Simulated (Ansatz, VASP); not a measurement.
# Al3Cl: VASP beside Ansatz

```
CELL_PARAMETERS angstrom
2.85676 0.00000 0.00000
-1.42838 2.47403 0.00000
0.00000 0.00000 20.10138
ATOMIC_POSITIONS crystal
Al 0.66667 0.33333 0.19899
Al 0.33333 0.66667 0.31345
Al 0.00000 0.00000 0.42790
Cl 0.00000 0.50000 0.51837
```

Alike in both runs: functional PBE; k mesh 9 × 9 × 1; occupations gaussian, width 0.1 eV; no spin polarisation.

Ansatz relaxed the structure, and its values are those at the end. VASP's run is a single point on that final structure, the one shown.

|  | VASP | Ansatz |
| --- | --- | --- |
| version | VASP 6.6.1 | Ansatz 0.2.0 |
| potentials or method | VASP PAW PBE potentials, release 64 (Al, Cl) | scalar-relativistic, plane waves, PAW |
| plane-wave cutoff (eV) | 520 | 420 |
| valence electrons in the cell | 16 | 16 |

```tsv
	VASP	Ansatz	Ansatz less VASP
gap on the k mesh at the Fermi level (eV)	none	none	-
rms of the force components (eV/Å)	0.090	0.090	+0.0004
```

A gap of «none» marks a metal or a gap that the smearing closes.
